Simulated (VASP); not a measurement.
These are revTPSS meta-GGA, VASP's PBE PAW potentials (set 64) (plane waves; VASP 6.6.1) values and carry that method's errors.

A VASP calculation is set up with these files.

KPOINTS:
```
Regular mesh
0
gamma
 10 10 10
```

File POSCAR:
```
BP
1
    0.0000000000     2.2877825245     2.2877825245
    2.2877825245     0.0000000000     2.2877825245
    2.2877825245     2.2877825245     0.0000000000
B P
1 1
Direct
  0.0000000000   0.0000000000   0.0000000000
  0.2500000000   0.2500000000   0.2500000000
```

INCAR:
```
ALGO  =  Normal
EDIFF  =  1E-7
ENCUT  =  520
ISIF  =  2
ISMEAR  =  0
LASPH  =  .True.
LCHARG  =  .False.
LMIXTAU  =  .True.
LREAL  =  .False.
LWAVE  =  .False.
METAGGA  =  RTPSS
NELM  =  100
PREC  =  Accurate
SIGMA  =  0.05
SYSTEM  =  BP
```

POTCAR, in this order: B P (PBE.64 set). Program: vasp_std.

Output of the run:

### OUTCAR
```
 ion  position               nearest neighbor table
   1  0.000  0.000  0.000-   2 1.98   2 1.98   2 1.98   2 1.98
   2  0.250  0.250  0.250-   1 1.98   1 1.98   1 1.98   1 1.98
  LATTYP: Found a face centered cubic cell.
 ALAT       =     4.5755650490
 Subroutine PRICEL returns:
 Original cell was already a primitive cell.
 Subroutine GETGRP returns: Found 24 space group operations
The static configuration has the point symmetry T_d .
The dynamic configuration has the point symmetry T_d .
 Subroutine INISYM returns: Found 24 space group operations
 Subroutine IBZKPT returns following result:
 Found     47 irreducible k-points:

 Following reciprocal coordinates:
            Coordinates               Weight
  0.000000  0.000000  0.000000      1.000000
  0.100000  0.000000  0.000000      8.000000
  0.200000  0.000000  0.000000      8.000000
  0.300000  0.000000  0.000000      8.000000
  0.400000  0.000000  0.000000      8.000000
  0.500000  0.000000  0.000000      4.000000
  0.100000  0.100000  0.000000      6.000000
  0.200000  0.100000  0.000000     24.000000
  0.300000  0.100000  0.000000     24.000000
...
```

### OSZICAR
```
       N       E                     dE             d eps       ncg     rms          rms(c)
DAV:   1     0.130733507835E+02    0.13073E+02   -0.44254E+03  1128   0.133E+03
DAV:   2    -0.140240329327E+02   -0.27097E+02   -0.25935E+02  1168   0.156E+02
DAV:   3    -0.148628289397E+02   -0.83880E+00   -0.83880E+00   968   0.354E+01
DAV:   4    -0.148757621876E+02   -0.12933E-01   -0.12933E-01  1296   0.635E+00
DAV:   5    -0.148758118521E+02   -0.49665E-04   -0.49665E-04   992   0.243E-01    0.798E+00
DAV:   6    -0.148776226521E+02   -0.18108E-02   -0.11005E+01   848   0.451E+01    0.505E+00
DAV:   7    -0.149598680680E+02   -0.82245E-01   -0.86500E-01  1016   0.119E+01    0.200E+00
DAV:   8    -0.147776192143E+02    0.18225E+00   -0.14196E+00   896   0.136E+01    0.971E-01
DAV:   9    -0.150525704269E+02   -0.27495E+00   -0.11036E+00   832   0.121E+01    0.520E-01
DAV:  10    -0.151291242444E+02   -0.76554E-01   -0.29742E-02   824   0.197E+00    0.208E-01
DAV:  11    -0.151285617259E+02    0.56252E-03   -0.31095E-02   880   0.159E+00    0.165E-01
DAV:  12    -0.151516098287E+02   -0.23048E-01   -0.12874E-02   840   0.102E+00    0.427E-02
DAV:  13    -0.151514149288E+02    0.19490E-03   -0.48003E-04   912   0.241E-01    0.483E-02
DAV:  14    -0.151519365901E+02   -0.52166E-03   -0.27400E-04   800   0.208E-01    0.186E-02
DAV:  15    -0.151519490473E+02   -0.12457E-04   -0.35250E-05   784   0.713E-02    0.732E-03
DAV:  16    -0.151519646343E+02   -0.15587E-04   -0.77771E-06   888   0.352E-02    0.340E-03
DAV:  17    -0.151519655947E+02   -0.96040E-06   -0.10815E-06  1056   0.130E-02    0.103E-03
DAV:  18    -0.151519664222E+02   -0.82743E-06   -0.30370E-07   800   0.735E-03    0.582E-04
DAV:  19    -0.151519664051E+02    0.17114E-07   -0.71146E-09   376   0.111E-03
   1 F= -.15151966E+02 E0= -.15151966E+02  d E =-.177274E-14
```

**OUTCAR**
```
------------------------ aborting loop because EDIFF is reached ----------------------------------------
  FORCE on cell =-STRESS in cart. coord.  units (eV):
  Direction    XX          YY          ZZ          XY          YZ          ZX
  --------------------------------------------------------------------------------------
  Total       -0.6854485     -0.6854485     -0.6854485      0.0000000     -0.0000000      0.0000000
  in kB      -45.8575852    -45.8575852    -45.8575852      0.0000000     -0.0000000      0.0000000
  external PRESSURE =     -45.8575852 kB  Pullay stress =       0.0000000 kB
  volume of cell :       23.95
      direct lattice vectors                 reciprocal lattice vectors
     0.000000000  2.287782524  2.287782524    -0.218552242  0.218552242  0.218552242
     2.287782524  0.000000000  2.287782524     0.218552242 -0.218552242  0.218552242
     2.287782524  2.287782524  0.000000000     0.218552242  0.218552242 -0.218552242
  FREE ENERGIE OF THE ION-ELECTRON SYSTEM (eV)
  ---------------------------------------------------
  free  energy   TOTEN  =       -15.1519664051 eV

  energy  without entropy=      -15.1519664051  energy(sigma->0) =      -15.15196641
```
(Selected blocks of OUTCAR.)

File OUTCAR:
```
 val. band max:        7.1678037460   @ k =   0.0000   0.0000   0.0000

 cond. band min:       8.3555151183   @ k =   0.4000   0.4000   0.0000


 Fermi energy:         7.4157400808

 k-point     1 :       0.0000    0.0000    0.0000
  band No.  band energies     occupation
      1      -8.3978      2.00000
      2       7.1678      2.00000
      3       7.1678      2.00000
      4       7.1678      2.00000
      5      10.6358      0.00000
      6      10.6358      0.00000
      7      10.6358      0.00000
      8      14.3857      0.00000

 k-point     2 :       0.1000    0.0000    0.0000
  band No.  band energies     occupation
      1      -8.2174      2.00000
      2       5.8582      2.00000
      3       6.8766      2.00000
      4       6.8766      2.00000
      5      11.0329      0.00000
      6      11.0416      0.00000
      7      11.0416      0.00000
      8      14.9297      0.00000

 k-point     3 :       0.2000    0.0000    0.0000
  band No.  band energies     occupation
      1      -7.6831      2.00000
      2       3.4997      2.00000
      3       6.3209      2.00000
      4       6.3209      2.00000
      5      11.1613      0.00000
      6      11.7614      0.00000
      7      11.7614      0.00000
      8      16.1422      0.00000

 k-point     4 :       0.3000    0.0000    0.0000
  band No.  band energies     occupation
      1      -6.8259      2.00000
      2       1.1275      2.00000
      3       5.8327      2.00000
      4       5.8327      2.00000
      5      11.0239      0.00000
      6      12.0934      0.00000
      7      12.0934      0.00000
      8      17.0537      0.00000

 k-point     5 :       0.4000    0.0000    0.0000
  band No.  band energies     occupation
      1      -5.7621      2.00000
      2      -0.8970      2.00000
      3       5.5226      2.00000
      4       5.5226      2.00000
      5      10.8879      0.00000
      6      12.0256      0.00000
      7      12.0256      0.00000
...
```

The compound is BP in the zinc blende structure. This cell is one point of a volume scan, at 1.03 of the reference volume.
